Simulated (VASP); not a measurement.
# InSb (F-43m) in VASP: further runs, part 2 of 2

VASP 6.6.1. The steps go on from the part before.

## (4) Band structure, TB-mBJ, spin-orbit coupling, no magnetisation

Contents of POSCAR:

```
InSb                                    
1.0
    0.0000000000      3.2603245811      3.2603245811
    3.2603245811      0.0000000000      3.2603245811
    3.2603245811      3.2603245811      0.0000000000
  In              Sb            
     1     1
Direct
     0.0000000000000000    0.0000000000000000    0.0000000000000000
     0.2500000000000000    0.2500000000000000    0.2500000000000000
```

Contents of INCAR.step1:

```
SYSTEM = InSb
  ALGO = Normal
  EDIFF = 1E-5
  ENCUT = 520
  GGA = PE
  GGA_COMPAT = .FALSE.
  ISIF = 2
  ISMEAR = 0
  KPAR = 4
  LASPH = .TRUE.
  LCHARG = .FALSE.
  LNONCOLLINEAR = .TRUE.
  LORBIT = 11
  LREAL = .FALSE.
  LSORBIT = .TRUE.
  LWAVE = .TRUE.
  MAGMOM = 0 0 0 0 0 0
  NBANDS = 30
  NELM = 80
  PREC = Accurate
  SIGMA = 0.03
```

Contents of INCAR.step2:

```
SYSTEM = InSb
  ALGO = Normal
  EDIFF = 1E-7
  ENCUT = 520
  GGA_COMPAT = .FALSE.
  ISIF = 2
  ISMEAR = 0
  ISTART = 1
  KPAR = 4
  LASPH = .TRUE.
  LCHARG = .FALSE.
  LNONCOLLINEAR = .TRUE.
  LORBIT = 11
  LREAL = .FALSE.
  LSORBIT = .TRUE.
  LWAVE = .FALSE.
  MAGMOM = 0 0 0 0 0 0
  METAGGA = MBJ
  NBANDS = 30
  NELM = 80
  PREC = Accurate
  SIGMA = 0.03
```

Contents of KPOINTS:

```
k-points
0
G
  10 10 10
  0 0 0
```

KPOINTS_OPT is that of step 3.

Potentials or basis: VASP PAW PBE potentials, release 64 (In_d, Sb).

On the command line:

```console
$ cat potpaw_PBE.64/In_d/POTCAR potpaw_PBE.64/Sb/POTCAR > POTCAR
$ cp INCAR.step1 INCAR
$ mpirun -np 4 vasp_ncl > vasp.out
$ cp INCAR.step2 INCAR
$ mpirun -np 4 vasp_ncl > vasp.out
```

OUTCAR:

```text
SYSTEM = InSb
   EDIFF = 1E-7
   ENCUT = 520
   ISIF = 2
   ISMEAR = 0
   ISTART = 1
   LASPH = .TRUE.
   LNONCOLLINEAR = .TRUE.
   LORBIT = 11
   LREAL = .FALSE.
   LSORBIT = .TRUE.
   METAGGA = MBJ
   NELM = 80
   PREC = Accurate

 ion  position               nearest neighbor table
   1  0.000  0.000  0.000-   2 2.82   2 2.82   2 2.82   2 2.82
   2  0.250  0.250  0.250-   1 2.82   1 2.82   1 2.82   1 2.82

  LATTYP: Found a face centered cubic cell.
 ALAT       =     6.5206491622

  Lattice vectors:

 A1 = (   0.0000000000,   3.2603245811,   3.2603245811)
 A2 = (   3.2603245811,   0.0000000000,   3.2603245811)
 A3 = (   3.2603245811,   3.2603245811,   0.0000000000)

Analysis of symmetry for initial positions (statically):
=====================================================================
 Subroutine PRICEL returns:
 Original cell was already a primitive cell.

 Routine SETGRP: Setting up the symmetry group for a
 face centered cubic supercell.

 Subroutine GETGRP returns: Found 24 space group operations
 (whereof 24 operations were pure point group operations)
 out of a pool of 48 trial point group operations.

The static configuration has the point symmetry T_d .

Analysis of symmetry for dynamics (positions and initial velocities):
=====================================================================
 Subroutine PRICEL returns:
 Original cell was already a primitive cell.

 Routine SETGRP: Setting up the symmetry group for a
 face centered cubic supercell.

 Subroutine GETGRP returns: Found 24 space group operations
 (whereof 24 operations were pure point group operations)
 out of a pool of 48 trial point group operations.

The dynamic configuration has the point symmetry T_d .

Analysis of structural, dynamic, and magnetic symmetry:
=====================================================================
[... 987 lines left out ...]
      0.00000      0.00000      0.00000         0.000000      0.000000      0.000000
      1.63016      1.63016      1.63016        -0.000000     -0.000000     -0.000000
 -----------------------------------------------------------------------------------
    total drift:                                0.000000      0.000000      0.000000

  FREE ENERGIE OF THE ION-ELECTRON SYSTEM (eV)
  ---------------------------------------------------
  free  energy   TOTEN  =       589.3596551072 eV

  energy  without entropy=      589.3596551315  energy(sigma->0) =      589.35965512

 Spin-Orbit-Coupling matrix elements

 Ion:    1  E_soc:     -0.0698380
 l=   1
     0.0000000    -0.0054546    -0.0054546
    -0.0054546     0.0000000    -0.0054546
    -0.0054546    -0.0054546     0.0000000
 l=   2
     0.0000000    -0.0012348     0.0000000    -0.0012348    -0.0049502
    -0.0012348     0.0000000    -0.0037127    -0.0012348    -0.0012376
     0.0000000    -0.0037127     0.0000000    -0.0037127     0.0000000
    -0.0012348    -0.0012348    -0.0037127     0.0000000    -0.0012376
    -0.0049502    -0.0012376     0.0000000    -0.0012376     0.0000000
 l=   3
     0.0000000     0.0000000     0.0000000     0.0000000     0.0000000     0.0000000     0.0000000
     0.0000000     0.0000000     0.0000000     0.0000000     0.0000000     0.0000000     0.0000000
     0.0000000     0.0000000     0.0000000     0.0000000     0.0000000     0.0000000     0.0000000
     0.0000000     0.0000000     0.0000000     0.0000000     0.0000000     0.0000000     0.0000000
     0.0000000     0.0000000     0.0000000     0.0000000     0.0000000     0.0000000     0.0000000
     0.0000000     0.0000000     0.0000000     0.0000000     0.0000000     0.0000000     0.0000000
     0.0000000     0.0000000     0.0000000     0.0000000     0.0000000     0.0000000     0.0000000

 Ion:    2  E_soc:     -0.1241765
 l=   1
     0.0000000    -0.0205896    -0.0205896
    -0.0205896     0.0000000    -0.0205896
    -0.0205896    -0.0205896     0.0000000
 l=   2
     0.0000000    -0.0000434     0.0000000    -0.0000434    -0.0000630
    -0.0000434     0.0000000    -0.0000473    -0.0000434    -0.0000158
     0.0000000    -0.0000473     0.0000000    -0.0000473     0.0000000
    -0.0000434    -0.0000434    -0.0000473     0.0000000    -0.0000158
    -0.0000630    -0.0000158     0.0000000    -0.0000158     0.0000000
 l=   3
     0.0000000     0.0000000     0.0000000     0.0000000     0.0000000     0.0000000     0.0000000
     0.0000000     0.0000000     0.0000000     0.0000000     0.0000000     0.0000000     0.0000000
     0.0000000     0.0000000     0.0000000     0.0000000     0.0000000     0.0000000     0.0000000
     0.0000000     0.0000000     0.0000000     0.0000000     0.0000000     0.0000000     0.0000000
     0.0000000     0.0000000     0.0000000     0.0000000     0.0000000     0.0000000     0.0000000
     0.0000000     0.0000000     0.0000000     0.0000000     0.0000000     0.0000000     0.0000000
     0.0000000     0.0000000     0.0000000     0.0000000     0.0000000     0.0000000     0.0000000

 total charge

# of ion       s       p       d       tot
------------------------------------------
    1        0.812   0.717   9.882  11.412
    2        1.087   1.369   0.022   2.479
--------------------------------------------------
tot          1.900   2.086   9.905  13.890

 magnetization (x)

# of ion       s       p       d       tot
------------------------------------------
    1        0.000   0.000  -0.000   0.000
    2       -0.000  -0.000   0.000  -0.000
--------------------------------------------------
tot         -0.000  -0.000   0.000  -0.000

 magnetization (y)

# of ion       s       p       d       tot
------------------------------------------
    1        0.000   0.000   0.000   0.000
    2        0.000   0.000   0.000   0.000
--------------------------------------------------
tot          0.000   0.000   0.000   0.000

 magnetization (z)

# of ion       s       p       d       tot
------------------------------------------
    1        0.000   0.000   0.000   0.000
    2        0.000   0.000  -0.000   0.000
--------------------------------------------------
tot          0.000   0.000   0.000   0.000
```

OUTCAR.step1:

```text
SYSTEM = InSb
   EDIFF = 1E-5
   ENCUT = 520
   GGA = PE
   ISIF = 2
   ISMEAR = 0
   LASPH = .TRUE.
   LNONCOLLINEAR = .TRUE.
   LORBIT = 11
   LREAL = .FALSE.
   LSORBIT = .TRUE.
   NELM = 80
   PREC = Accurate

[... 1100 lines left out ...]

 magnetization (y)

# of ion       s       p       d       tot
------------------------------------------
    1        0.000   0.000   0.000   0.000
    2        0.000   0.000   0.000   0.000
--------------------------------------------------
tot          0.000   0.000   0.000   0.000

 magnetization (z)

# of ion       s       p       d       tot
------------------------------------------
    1        0.000   0.000  -0.000   0.000
    2        0.000   0.000   0.000   0.000
--------------------------------------------------
tot          0.000   0.000  -0.000   0.000
```

It took 10 min on 4 MPI ranks of Intel Xeon 6975P-C (Granite Rapids), shared host; peak memory 0.75 GiB.

Results:

| Property | Result |
| --- | --- |
| Valence electrons inside the program's atomic spheres | In 11.41; Sb 2.48 |

Caveat: the PAW data sets were made with another functional, which shifts forces and pressure a little.

## (5) Optical spectrum, PBE

Contents of INCAR:

```
PREC     = Accurate       # precision mode
ENCUT    = 520            # plane-wave cutoff, eV
EDIFF    = 1E-7           # SCF threshold, eV
ISMEAR   = 0              # smearing method
SIGMA    = 0.03           # smearing width, eV
LREAL    = F              # projectors in reciprocal space
LASPH    = T              # aspherical terms in the spheres
NELM     = 80             # most SCF steps
ALGO     = Normal         # electronic algorithm
ISIF     = 2              # what is computed and relaxed
LWAVE    = F              # write WAVECAR
LCHARG   = F              # write CHGCAR
GGA      = PE             # functional
LOPTICS  = T              # frequency-dependent dielectric function
NBANDS   = 57             # bands
NEDOS    = 1000           # points of the DOS
CSHIFT   = 0.05         
KPAR     = 4
```

Contents of KPOINTS:

```
regular mesh
0
Gamma
  10 10 10
```

POSCAR is that of step 4.

Potentials or basis: VASP PAW PBE potentials, release 64 (In_d, Sb).

On the command line:

```console
$ cat potpaw_PBE.64/In_d/POTCAR potpaw_PBE.64/Sb/POTCAR > POTCAR
$ mpirun -np 4 vasp_std > vasp.out
```

OUTCAR:

```text
PREC = Accurate
   ENCUT = 520
   EDIFF = 1E-7
   ISMEAR = 0
   LREAL = F
   LASPH = T
   NELM = 80
   ISIF = 2
   GGA = PE

 ion  position               nearest neighbor table
   1  0.000  0.000  0.000-   2 2.82   2 2.82   2 2.82   2 2.82
   2  0.250  0.250  0.250-   1 2.82   1 2.82   1 2.82   1 2.82

  LATTYP: Found a face centered cubic cell.
 ALAT       =     6.5206491622

  Lattice vectors:
[... 917 lines left out ...]
     2.54071     3.50846     3.50846     3.50846    -0.00000    -0.00000     0.00000
     3.17589    14.50575    14.50575    14.50575    -0.00000    -0.00000     0.00000
[... 92 lines left out ...]
    62.24738     0.90984     0.90984     0.90984    -0.00000    -0.00000    -0.00000
    62.88255     0.91242     0.91242     0.91242    -0.00000    -0.00000    -0.00000

  frequency dependent IMAGINARY DIELECTRIC FUNCTION (independent particle, no local field effects) current-current
     E(ev)      X         Y         Z        XY        YZ        ZX
  --------------------------------------------------------------------------------------------------------------
     0.00000     0.00000     0.00000     0.00000    -0.00000    -0.00000    -0.00000
     0.63518     0.00000     0.00000     0.00000     0.00000     0.00000    -0.00000
     1.27035     2.05452     2.05452     2.05452    -0.00000    -0.00000     0.00000
     1.90553     0.52341     0.52341     0.52341    -0.00000     0.00000    -0.00000
     2.54071    12.23813    12.23813    12.23813     0.00000     0.00000     0.00000
     3.17589    32.75763    32.75763    32.75763    -0.00000    -0.00000     0.00000
[... 92 lines left out ...]
    62.24738     0.00000     0.00000     0.00000     0.00000     0.00000     0.00000
    62.88255     0.00000     0.00000     0.00000     0.00000     0.00000     0.00000

  frequency dependent      REAL DIELECTRIC FUNCTION (independent particle, no local field effects) current-current
     E(ev)        X           Y           Z          XY          YZ          ZX
  --------------------------------------------------------------------------------------------------------------
     0.00000    26.06494    26.06494    26.06494    -0.00000    -0.00000    -0.00000
     0.63518    21.48943    21.48943    21.48943    -0.00000    -0.00000    -0.00000
     1.27035    32.81690    32.81690    32.81690     0.00000    -0.00000    -0.00000
     1.90553     7.51606     7.51606     7.51606    -0.00000    -0.00000     0.00000
     2.54071     3.07354     3.07354     3.07354    -0.00000    -0.00000     0.00000
     3.17589    13.68701    13.68701    13.68701    -0.00000    -0.00000     0.00000
[... 92 lines left out ...]
    62.24738     0.90985     0.90985     0.90985     0.00000     0.00000    -0.00000
    62.88255     0.91243     0.91243     0.91243     0.00000     0.00000    -0.00000
```

stdout:

```text
POSCAR found type information on POSCAR InSb
 POSCAR found :  2 types and       2 ions
 scaLAPACK will be used
 LDA part: xc-table for (Slater+PW92), standard interpolation
 POSCAR, INCAR and KPOINTS ok, starting setup
 FFT: planning ... GRIDC
 FFT: planning ... GRID_SOFT
 FFT: planning ... GRID
 WAVECAR not read
 entering main loop
 optical routines
 imaginary and real dielectric function
 recalculating local potential from charge density
 direction            1
 direction            2
 direction            3
```

It took 29 s on 4 MPI ranks of Intel Xeon 6975P-C (Granite Rapids), shared host; peak memory 0.36 GiB.

What came out:

* Free energy: -6.9281 eV
* Pressure: 2.2 GPa
* Band gap on the k mesh: none (metal or under the smearing width)

Levels at points of the mesh, in eV from the Fermi level:
| k point | band 6 | band 7 | band 8 | band 9 | band 10 | band 11 | band 12 | band 13 |
| --- | --- | --- | --- | --- | --- | --- | --- | --- |
| (0.00, 0.00, 0.00) | -10.61 | -0.31 | -0.01 | -0.01 | -0.01 | 2.95 | 2.95 | 2.95 |
| (0.50, 0.00, 0.00) | -9.29 | -5.54 | -0.99 | -0.99 | 0.50 | 3.80 | 3.80 | 6.10 |
| (0.50, 0.50, 0.00) | -8.70 | -5.84 | -2.21 | -2.21 | 1.33 | 1.37 | 8.03 | 8.03 |

Dielectric function (mean over the directions given):
```tsv
energy (eV)	real part	imaginary part
0.25	29.82	14.36
1.27	33.60	1.85
2.29	10.15	18.28
3.30	7.20	44.27
4.38	-10.03	7.57
5.40	-3.57	8.78
6.42	-3.08	3.11
7.50	-1.83	0.72
8.51	-1.28	0.93
9.53	-1.21	0.49
10.61	-0.51	0.56
11.62	-0.36	0.48
12.64	-0.08	0.20
13.72	0.04	0.19
14.74	0.24	0.08
15.75	0.45	0.17
16.83	0.44	0.18
17.85	0.55	0.12
18.86	0.58	0.23
19.94	0.63	0.21
```

Caveat: independent-particle spectra lack excitons; the intraband (Drude) part of a metal's response may be missing; this crystal is a semiconductor, whose small gap the functional closes, so the metal is an error of the method. The run has no spin-orbit coupling, so splittings on Sb are missing.

## (6) Summary

| task | level | spin | gap on the mesh (eV) | pressure (GPa) |
| --- | --- | --- | --- | --- |
| band structure | PBE | SOC, no magnetisation | - | 2.2 |
| band structure | TB-mBJ | off | 0.39 | - |
| band structure | TB-mBJ | SOC, no magnetisation | - | - |
| optical spectrum | PBE | off | none | 2.2 |

Alike in all rows: potentials or basis VASP PAW PBE potentials, release 64 (In_d, Sb); cell as given; k mesh 10 × 10 × 10; cutoff (eV) 520; smearing gaussian 0.03 eV.

Caveats: the PAW data sets were made with another functional, which shifts forces and pressure a little (some runs); spin-orbit coupling is left out, which moves the levels of the heavy elements (some runs); independent-particle spectra lack excitons (some runs); the intraband (Drude) part of a metal's response may be missing (some runs); this crystal is a semiconductor, whose small gap the functional closes, so the metal is an error of the method (some runs).

Absolute energies hang on the potentials; compare differences alone.

## (7) How close it comes

Step 3. Against the measured gap of InSb, 0.24 eV (quoted in “Electronic Structure and Epitaxy of CdTe Shells on InSb Nanowires”, 2021, arxiv:2111.05126), the calculated 0.39 eV is off by +0.15 eV. Spin-orbit coupling on In, Sb is left out. The value is that of TB-mBJ, without temperature or zero-point motion.

Step 5. Measured gap of InSb: 0.24 eV (quoted in “Electronic Structure and Epitaxy of CdTe Shells on InSb Nanowires”, 2021, arxiv:2111.05126). This calculation gives 0.00 eV (-0.24 eV). Spin-orbit coupling on In, Sb is left out. The value is that of PBE on a finite k mesh, which can miss the band edges, without temperature or zero-point motion. Semilocal functionals fall short of measured gaps as a rule.
